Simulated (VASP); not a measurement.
An input for Quantum ESPRESSO's pw.x (written as the equivalent of a VASP run, and not itself run):

```
&CONTROL
  calculation = 'vc-relax'
  pseudo_dir = './pseudo'
  outdir = './out'
  tprnfor = .true.
  tstress = .true.
  nstep = 50
  forc_conv_thr = 0.00039
/
&SYSTEM
  ibrav = 0
  nat = 7
  ntyp = 3
  ecutwfc = 82
  occupations = 'smearing'
  smearing = 'gaussian'
  degauss = 0.00735
  input_dft = 'pbesol'
/
&ELECTRONS
  conv_thr = 7.3e-08
  electron_maxstep = 100
/
&IONS
/
&CELL
/
ATOMIC_SPECIES
  Hg 200.592 Hg.upf
  P 30.974 P.upf
  Pd 106.420 Pd.upf
CELL_PARAMETERS angstrom
     4.0180250    0.0000000    0.0000000
     0.0000000    4.0180250    0.0000000
     0.0000000    0.0000000    7.1805390
ATOMIC_POSITIONS crystal
  Hg   0.5000000  0.5000000  0.0000000
  P    0.0000000  0.0000000  0.5000000
  Pd   0.0000000  0.5000000  0.3028900
  Pd   0.0000000  0.5000000  0.6971100
  Pd   0.5000000  0.0000000  0.3028900
  Pd   0.5000000  0.0000000  0.6971100
  Pd   0.0000000  0.0000000  0.0000000
K_POINTS automatic
  5 5 3 0 0 0
```

Q: Write the VASP files for the same calculation (PBEsol).

A: One answer among several that fit: 
**POSCAR**
```
HgPPd5
1.0
  4.0180250000   0.0000000000   0.0000000000
  0.0000000000   4.0180250000   0.0000000000
  0.0000000000   0.0000000000   7.1805390000
Hg P Pd
1 1 5
Cart
  2.0090125000   2.0090125000   0.0000000000
  0.0000000000   0.0000000000   3.5902695000
  0.0000000000   2.0090125000   2.1749134577
  0.0000000000   2.0090125000   5.0056255423
  2.0090125000   0.0000000000   2.1749134577
  2.0090125000   0.0000000000   5.0056255423
  0.0000000000   0.0000000000   0.0000000000
```

INCAR:
```
SYSTEM = HgPPd5
PREC = Accurate
ENCUT = 300
EDIFF = 1E-6
NELM = 100
ALGO = Normal
LREAL = .FALSE.
LASPH = .TRUE.
ISMEAR = 0
SIGMA = 0.1
GGA = PS
LMAXMIX = 6
LWAVE = .FALSE.
LCHARG = .FALSE.
ISIF = 3
IBRION = 2
NSW = 50
EDIFFG = -0.01
```

KPOINTS:
```
Automatic mesh
0
Gamma
5 5 3
0 0 0
```

POTCAR, in this order: Hg P Pd (PBE.64 set). Program: vasp_std.

Limits of the translation: the potentials are each code's own (VASP's PAW set, PseudoDojo norm-conserving files in pw.x), so ENCUT and ecutwfc are chosen apart and not converted; conv_thr bounds pw.x's estimated SCF error, while EDIFF bounds the energy change between steps; forc_conv_thr acts on force components and is met together with etot_conv_thr.

The structure comes from a computed database's HgPPd5 entry (P4/mmm); how it stands against other phases isn't given here. This run relaxes it. Symmetry was kept, so distortions that lower it aren't found. The k-mesh is coarse (spacing up to 0.32 per Å, 2π included), so the numbers may not be converged in it. The run is one of a series of settings (EDIFFG = -0.01, IBRION = 2, ISIF = 3, NSW = 50 against the base run), some of them coarse on purpose.
